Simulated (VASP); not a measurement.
A VASP calculation is set up with these files.

**INCAR**
```
SYSTEM = MnO2
PREC = Accurate
ENCUT = 520
EDIFF = 1E-7
NELM = 100
ALGO = Normal
LREAL = .FALSE.
LASPH = .TRUE.
ISMEAR = -5
GGA = ML
ZAB_VDW = -1.8867
LUSE_VDW = .TRUE.
AGGAC = 0.0
LMAXMIX = 4
ISPIN = 2
MAGMOM = 2.5 -2.5 -0.1 0.1 0.1 -0.1
LORBIT = 11
LWAVE = .FALSE.
LCHARG = .TRUE.
NEDOS = 601
ISIF = 2
LEFG = .TRUE.
```

### POSCAR
```
MnO2
1
    4.4965764540    -0.0000000000     0.0000000000
   -0.0000000000     4.4965764540     0.0000000000
    0.0000000000     0.0000000000     2.9224869961
Mn O
2 4
Direct
  0.0000000000   0.0000000000   0.0000000000
  0.5000000000   0.5000000000   0.5000000000
  0.3042790081   0.3042790081   0.0000000000
  0.8042790081   0.1957209919   0.5000000000
  0.1957209919   0.8042790081   0.5000000000
  0.6957209919   0.6957209919   0.0000000000
```

KPOINTS:
```
kpoints
0
Gamma
 8 8 12
0 0 0
```

POTCAR, in this order: Mn_pv O (PBE.64 set). Program: vasp_std.

Write an equivalent input for Quantum ESPRESSO's pw.x.

One equivalent input (not run):
```
&CONTROL
  calculation = 'scf'
  pseudo_dir = './pseudo'
  outdir = './out'
  tprnfor = .true.
  tstress = .true.
/
&SYSTEM
  ibrav = 0
  nat = 6
  ntyp = 4
  ecutwfc = 96
  occupations = 'tetrahedra'
  input_dft = 'vdw-df2'
  nspin = 2
  starting_magnetization(1) = 0.25
  starting_magnetization(2) = -0.25
  starting_magnetization(3) = -0.01
  starting_magnetization(4) = 0.01
/
&ELECTRONS
  conv_thr = 7.3e-09
  electron_maxstep = 100
/
ATOMIC_SPECIES
  Mn1 54.938 Mn.upf
  Mn2 54.938 Mn.upf
  O1 15.999 O.upf
  O2 15.999 O.upf
CELL_PARAMETERS angstrom
     4.4965765   -0.0000000    0.0000000
    -0.0000000    4.4965765    0.0000000
     0.0000000    0.0000000    2.9224870
ATOMIC_POSITIONS crystal
  Mn1  0.0000000  0.0000000  0.0000000
  Mn2  0.5000000  0.5000000  0.5000000
  O1   0.3042790  0.3042790  0.0000000
  O2   0.8042790  0.1957210  0.5000000
  O2   0.1957210  0.8042790  0.5000000
  O1   0.6957210  0.6957210  0.0000000
K_POINTS automatic
  8 8 12 0 0 0
```
Limits of the translation: the potentials are each code's own (VASP's PAW set, PseudoDojo norm-conserving files in pw.x), so ENCUT and ecutwfc are chosen apart and not converted; conv_thr bounds pw.x's estimated SCF error, while EDIFF bounds the energy change between steps; starting_magnetization is a fraction of the valence charge and MAGMOM a moment in μB, so they match only roughly; the field gradients of LEFG aren't asked of the other code.

The compound is MnO2 in the rutile structure. It was relaxed first, which changed the volume by +6 %.
